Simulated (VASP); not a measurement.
An input for Ansatz (written as the equivalent of a VASP run, and not itself run):

Ansatz 0.2 input:
```yaml
crystal:
  lattice:
    - [3.1816096, 0.0000000, 0.0000000]
    - [-1.5908048, 2.7553547, 0.0000000]
    - [0.0000000, 0.0000000, 20.8836635]
  atoms:
    - { symbol: Mo, position: [0.3333330, 0.6666670, 0.1532853] }
    - { symbol: Mo, position: [0.6666670, 0.3333330, 0.4485813] }
    - { symbol: Se, position: [0.3333330, 0.6666670, 0.5292291] }
    - { symbol: Se, position: [0.3333330, 0.6666670, 0.3677515] }
    - { symbol: S, position: [0.6666670, 0.3333330, 0.0799397] }
    - { symbol: S, position: [0.6666670, 0.3333330, 0.2268130] }
kpoints:
  mp_grid: { grid: [7, 7, 1] }
hamiltonian:
  xc: lda
  pseudopotentials: { kind: paw }
scf:
  occupations: { method: gaussian, width: 0.05 }
  max_iter: 100
relax:
  max_steps: 60
  f_tol: 0.02
  cell: {}
output: { forces: true, stress: true, eigenvalues: true }
```

Translate this input to VASP (INCAR, KPOINTS, POSCAR, choice of POTCAR).

This is not unique; one that fits is 
POSCAR:
```
MoSeS
1
    3.1816096197    -0.0000000000     0.0000000000
   -1.5908048098     2.7553547392    -0.0000000000
    0.0000000000    -0.0000000000    20.8836634507
Mo Se S
2 2 2
Direct
  0.3333330000   0.6666670000   0.1532853290
  0.6666670000   0.3333330000   0.4485813420
  0.3333330000   0.6666670000   0.5292290915
  0.3333330000   0.6666670000   0.3677515469
  0.6666670000   0.3333330000   0.0799396591
  0.6666670000   0.3333330000   0.2268130316
```

INCAR:
```
SYSTEM = MoSeS
PREC = Accurate; ENCUT = 400; LREAL = .False.
LASPH = .True.
EDIFF = 1E-6; NELM = 100; ALGO = Normal
LMAXMIX = 4
ISMEAR = 0; SIGMA = 0.05
IBRION = 2; NSW = 60; ISIF = 3
EDIFFG = -0.02
LWAVE = .False.; LCHARG = .False.
```

File KPOINTS:
```
Automatic mesh
0
G
7 7 1
```

POTCAR, in this order: Mo_sv Se S (LDA.64 set). Program: vasp_std.

The two are equivalent in intent, not identical: each code has its own PAW files, so the cut-off isn't converted (ENCUT is set for VASP's; basis.ecutwfc is left out, and Ansatz then takes the one that its files recommend); Ansatz stops its SCF on the density residual and VASP on the energy change (EDIFF); Ansatz's lda is the Perdew-Wang form, while the LDA potentials of VASP carry Perdew-Zunger's.

The cell is a sheet with vacuum, built from a database entry that may be metastable or hypothetical.
